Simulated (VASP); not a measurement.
Here is the system:

```
CELL_PARAMETERS angstrom
      1.94951    -7.78880     0.00000
      1.94951     7.78880     0.00000
      0.00000     0.00000     3.86115
ATOMIC_POSITIONS crystal
  Zr 0.10633 0.89367 0.25000
  Zr 0.89367 0.10633 0.75000
  Ge 0.44240 0.55760 0.25000
  Ge 0.55760 0.44240 0.75000
  Ge 0.25018 0.74982 0.75000
  Ge 0.74982 0.25018 0.25000
```

Level of theory: PBEsol GGA, VASP's PBE PAW potentials (set 64) (plane waves; VASP). Settings: 300 eV cut-off, 4×4×4 Γ-centred mesh, Fermi-Dirac smearing of 0.10 eV, potentials Zr_sv Ge_d.

At this cut-off the stress carries a Pulay error, which pulls relaxed volumes low.

Q: Estimate the energy per atom (σ→0), pressure, band gap (on the k-mesh) with the smallest direct gap where there is one.

A: 
| Quantity | Value |
|---|---|
| band gap (on the k-mesh) | none (metal, semimetal or under 0.01 eV) |
| energy per atom (σ→0) | -6.946 eV/atom |
| pressure | -10.15 GPa |

The structure comes from a computed database's ZrGe2 entry; how it stands against other phases isn't given here. The cell was not relaxed at this level. The k-mesh is coarse (spacing up to 0.42 per Å, 2π included), so the numbers may not be converged in it.
